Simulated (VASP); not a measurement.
Data:

```
CELL_PARAMETERS angstrom
     -2.74053     2.74053     3.87750
      2.74053    -2.74053     3.87750
      2.74053     2.74053    -3.87750
ATOMIC_POSITIONS crystal
  Ge 0.18376 0.68376 0.86753
  Ge 0.31624 0.18376 0.50000
  Ge 0.68376 0.81624 0.50000
  Ge 0.81624 0.31624 0.13247
  Zr 0.75000 0.75000 0.00000
  Zr 0.25000 0.25000 0.00000
```

Computed with PBEsol GGA, VASP's PBE PAW potentials (set 64) (plane waves; VASP). Numerical set-up: 400 eV cut-off, Gaussian smearing of 0.050 eV, potentials Ge_d Zr_sv.

Problem. Give the energies of bands 34 to 47 at the high-symmetry points, in eV from the Fermi level.

Solution. 
```csv
band,Γ,X,M,Z,P,N
34,-3.61,-2.51,-5.36,-5.13,-2.40,-4.39
35,-2.00,-2.13,-3.18,-3.10,-2.04,-2.94
36,-1.84,-2.09,-3.18,-3.10,-2.04,-2.94
37,-1.69,-1.87,-2.59,-3.05,-1.28,-1.43
38,-1.69,-1.16,-2.01,-1.50,-1.28,-1.43
39,-0.88,0.19,-1.55,-1.50,-0.94,-1.21
40,-0.88,0.37,-1.55,-1.44,-0.94,-1.21
41,-0.85,0.43,1.89,1.09,0.51,1.45
42,1.23,0.71,1.90,1.49,0.51,1.45
43,1.23,1.36,1.97,2.08,0.98,2.03
44,1.58,1.37,2.16,2.40,0.98,2.03
45,1.82,2.21,2.34,2.67,2.72,2.63
46,2.56,2.26,3.05,3.07,2.72,2.63
47,2.79,2.47,4.74,4.19,3.27,3.41
```

It has no gap at this level: it comes out as a metal or semimetal.

The structure was generated: ZrGe2 was put into the Al2Cu type (I4/mcm), which need not be its known phase. It was relaxed first, which changed the volume by -32 %.
